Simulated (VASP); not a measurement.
An input for Ansatz (written as the equivalent of a VASP run, and not itself run):

Ansatz 0.2 input:
```yaml
crystal:
  lattice:
    - [-2.8050000, 2.8050000, 5.5100000]
    - [2.8050000, -2.8050000, 5.5100000]
    - [2.8050000, 2.8050000, -5.5100000]
  atoms:
    - { symbol: Ga, position: [0.4983230, 0.5111240, 0.0058410] }
    - { symbol: Ga, position: [0.2460590, 0.7372880, 0.4942850] }
    - { symbol: Cu, position: [-0.0011780, 0.0088850, 0.0083980] }
    - { symbol: Cu, position: [0.7494880, 0.2559220, 0.4975750] }
    - { symbol: Se, position: [0.8754920, 0.8714500, 0.4985070] }
    - { symbol: Se, position: [0.1239150, 0.6324730, 0.0001880] }
    - { symbol: Se, position: [0.3883310, 0.3763110, 0.5122380] }
    - { symbol: Se, position: [0.6195700, 0.1065470, -0.0170320] }
kpoints:
  mp_grid: { grid: [3, 3, 4] }
hamiltonian:
  xc: pbe
  pseudopotentials: { kind: paw }
scf:
  occupations: { method: fermi_dirac, width: 0.05 }
  max_iter: 100
relax:
  max_steps: 50
  f_tol: 0.01
  cell: {}
output: { forces: true, stress: true, eigenvalues: true }
```

### Question
Translate this input to VASP (INCAR, KPOINTS, POSCAR, choice of POTCAR).

### Answer
Several could match; the one computed here: 
### INCAR
```
SYSTEM = CuGaSe2
PREC = Accurate
ENCUT = 300
EDIFF = 1E-6
NELM = 100
ALGO = Normal
LREAL = .FALSE.
LASPH = .TRUE.
ISMEAR = -1
SIGMA = 0.05
GGA = PE
LMAXMIX = 4
LWAVE = .FALSE.
LCHARG = .FALSE.
ISIF = 3
IBRION = 2
NSW = 50
EDIFFG = -0.01
```

**POSCAR**
```
CuGaSe2
1
   -2.8050000000     2.8050000000     5.5100000000
    2.8050000000    -2.8050000000     5.5100000000
    2.8050000000     2.8050000000    -5.5100000000
Ga Cu Se
2 2 4
Direct
  0.4983230000   0.5111240000   0.0058410000
  0.2460590000   0.7372880000   0.4942850000
 -0.0011780000   0.0088850000   0.0083980000
  0.7494880000   0.2559220000   0.4975750000
  0.8754920000   0.8714500000   0.4985070000
  0.1239150000   0.6324730000   0.0001880000
  0.3883310000   0.3763110000   0.5122380000
  0.6195700000   0.1065470000  -0.0170320000
```

### KPOINTS
```
Automatic
0
Gamma
  3 3 4
0 0 0
```

POTCAR, in this order: Ga_d Cu Se (PBE.64 set). Program: vasp_std.

What does not carry over: each code has its own PAW files, so the cut-off isn't converted (ENCUT is set for VASP's; basis.ecutwfc is left out, and Ansatz then takes the one that its files recommend); Ansatz stops its SCF on the density residual and VASP on the energy change (EDIFF).

The structure is a typed CuGaSe2 crystal. In the starting cell atoms are displaced from their ideal sites. This run relaxes it. The run is one of a series of settings (EDIFFG = -0.01, IBRION = 2, ISIF = 3, NSW = 50 against the base run), some of them coarse on purpose.
